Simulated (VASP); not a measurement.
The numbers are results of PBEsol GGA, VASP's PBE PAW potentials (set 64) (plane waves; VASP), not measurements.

VASP ran on this input.

### POSCAR
```
Gd
11.2538380
  0.1582895638  -0.2741655487   0.0000000000
  0.1582895638   0.2741655487   0.0000000000
  0.0000000000   0.0000000000   0.5000000212
Gd
2
Cartesian
  0.1582895638   0.0913886990   0.1250000053
  0.1760612786  -0.0913886990   0.3750000159
```

KPOINTS:
```
K-points
0
G
12 12 6
```

### INCAR
```
# general
SYSTEM =Gd
PREC   =Accurate
ENCUT  =480
LREAL  =.False.
LASPH  =.True.

# electronic loop
EDIFF  =1E-7
NELM   =100
ALGO   =Normal
LMAXMIX=6

# smearing
ISMEAR =1
SIGMA  =0.1

# functional
GGA    =PS

# ions
ISIF   =2

# output
LWAVE  =.False.
LCHARG =.False.
```

POTCAR, in this order: Gd_3 (PBE.64 set). Program: vasp_std.

The 4f electrons are frozen in the core of the lanthanide potential, so 4f levels, which can set the real gap, and their magnetism are missing.

What does the run give for the energy per atom (σ→0), largest force, band gap (on the k-mesh)?

```yaml
energy per atom (σ→0): -5.011 eV/atom
band gap (on the k-mesh): none (metal, semimetal or under 0.01 eV)
largest_force: 0.158 eV/Å
```

### OSZICAR
```
...
DAV:   6    -0.100162985151E+02    0.41133E-02   -0.23567E-02  8379   0.120E+00    0.139E+01
DAV:   7    -0.100229971593E+02   -0.66986E-02   -0.41055E-02  8261   0.157E+00    0.218E-01
DAV:   8    -0.100225620007E+02    0.43516E-03   -0.24616E-03  8854   0.376E-01    0.541E-02
DAV:   9    -0.100225590442E+02    0.29565E-05   -0.22746E-04 10074   0.110E-01    0.328E-02
DAV:  10    -0.100225552690E+02    0.37752E-05   -0.22581E-05  8941   0.343E-02    0.277E-02
DAV:  11    -0.100225558991E+02   -0.63012E-06   -0.29373E-06  8551   0.127E-02    0.229E-03
DAV:  12    -0.100225559000E+02   -0.88812E-09   -0.15097E-07  7161   0.289E-03
   1 F= -.10022556E+02 E0= -.10022566E+02  d E =0.312604E-04
```

The compound is Gd in the hcp structure. This cell was strained or had an atom moved on purpose.
